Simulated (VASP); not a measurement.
Calculation: r2SCAN meta-GGA, VASP's PBE PAW potentials (set 64) (plane waves; VASP).

A VASP calculation is set up with these files.

### INCAR
```
ALGO = Normal
EDIFF = 1E-6
EDIFFG = -0.01
ENCUT = 400
IBRION = 2
ISIF = 3
ISMEAR = 1
LASPH = T
LCHARG = F
LMAXMIX = 4
LMIXTAU = T
LREAL = F
LWAVE = F
METAGGA = R2SCAN
NELM = 100
NSW = 60
PREC = Accurate
SIGMA = 0.1
SYSTEM = Cu
```

**POSCAR**
```
Cu
1
   -1.4507300000     1.4507300000     1.3622350000
    1.4507300000    -1.4507300000     1.3622350000
    1.4507300000     1.4507300000    -1.3622350000
Cu
1
Direct
  0.0000000000   0.0000000000   0.0000000000
```

KPOINTS:
```
Automatic mesh
0
Gamma
16 16 16
0 0 0
```

POTCAR, in this order: Cu (PBE.64 set). Program: vasp_std.

Task: Predict the energy per atom (σ→0), volume per atom, band gap (on the k-mesh).

Result: 
```json
{
  "energy per atom (σ→0)": "-10.786 eV/atom",
  "band gap (on the k-mesh)": "none (metal, semimetal or under 0.01 eV)",
  "volume_per_atom": "11.44 Å^3/atom"
}
```

### OSZICAR
```
...
  12 F= -.10785694E+02 E0= -.10785593E+02  d E =-.216059E-03
       N       E                     dE             d eps       ncg     rms          rms(c)
DAV:   1    -0.107857592868E+02   -0.65508E-04   -0.16697E-03  7249   0.758E-01    0.609E-02
DAV:   2    -0.107857268731E+02    0.32414E-04   -0.52235E-04  6881   0.514E-01    0.301E-02
DAV:   3    -0.107857083533E+02    0.18520E-04   -0.11737E-04  6639   0.242E-01    0.185E-02
DAV:   4    -0.107857001258E+02    0.82275E-05   -0.16666E-05  7921   0.987E-02    0.292E-03
DAV:   5    -0.107857006124E+02   -0.48660E-06   -0.79377E-07  3350   0.166E-02
  13 F= -.10785701E+02 E0= -.10785599E+02  d E =-.660844E-05
```

The structure comes from a computed database's Cu entry (I4/mmm); how it stands against other phases isn't given here. This run relaxes it. Symmetry was kept, so distortions that lower it aren't found.
